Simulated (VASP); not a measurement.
```xyz
3
Lattice="0.0000 3.0000 3.0000 3.0000 0.0000 3.0000 3.0000 3.0000 0.0000" Properties=species:S:1:pos:R:3 pbc="T T T"
Al     1.5000     1.5000     1.5000
Al     4.5000     4.5000     4.5000
Au     0.0000     0.0000     0.0000
```

Method: vdW-DF2, VASP's PBE PAW potentials (set 64) (plane waves; VASP). Settings: 520 eV cut-off, 8×8×8 Γ-centred mesh, first-order Methfessel-Paxton smearing of 0.10 eV, potentials Al Au.

Energy and stress use the plane-wave basis of the starting cell.

Q: The ions, cell shape and volume are relaxed. Which structure does the run end with?

A: 
```xyz
3
Lattice="0.0000 3.1020 3.1020 3.1020 0.0000 3.1020 3.1020 3.1020 0.0000" Properties=species:S:1:pos:R:3 pbc="T T T"
Al     1.5510     1.5510     1.5510
Al     4.6530     4.6530     4.6530
Au     0.0000     0.0000     0.0000
```
Space group Fm-3m (225), at a tolerance of 0.03 Å.

Q: How do energy and volume change from the first to the last step?

A: The energy (σ→0) changes by -53.3 meV/atom and the volume by +10.5 %, in 3 ionic steps.

The compound is AuAl2 in the fluorite structure. This run relaxes it. Symmetry was kept, so distortions that lower it aren't found. The electron count is odd and the run is not spin-polarised, which forces a metal.
